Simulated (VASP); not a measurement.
Data:

```xyz
3
Lattice="0.0000 3.7985 3.7985 3.7985 0.0000 3.7985 3.7985 3.7985 0.0000" Properties=species:S:1:pos:R:3 pbc="T T T"
K      5.6978     5.6978     5.6978
K      1.8993     1.8993     1.8993
S      0.0000     0.0000     0.0000
```

Level of theory: PBE GGA, VASP's PBE PAW potentials (set 64) (plane waves; VASP). Run with 300 eV cut-off, 5×5×5 Γ-centred mesh, Fermi-Dirac smearing of 0.010 eV, potentials K_sv S.

Question: Give the energies of bands 10 to 15 at the high-symmetry points, in eV from the valence-band maximum.

Answer: 
| band | Γ | X | U | L | W |
|---|---|---|---|---|---|
| 10 | -0.13 | -0.67 | -0.50 | -0.58 | -0.34 |
| 11 | -0.13 | 0.00 | -0.19 | -0.04 | -0.34 |
| 12 | -0.13 | 0.00 | -0.01 | -0.04 | -0.02 |
| 13 | 2.19 | 3.48 | 3.70 | 4.56 | 3.69 |
| 14 | 5.44 | 5.13 | 5.26 | 4.67 | 5.55 |
| 15 | 5.44 | 6.20 | 5.99 | 5.70 | 5.55 |

The gap is indirect, 2.19 eV, from the valence maximum at X to the conduction minimum at Γ.

The structure comes from a computed database's K2S entry; how it stands against other phases isn't given here. The cell was not relaxed at this level.
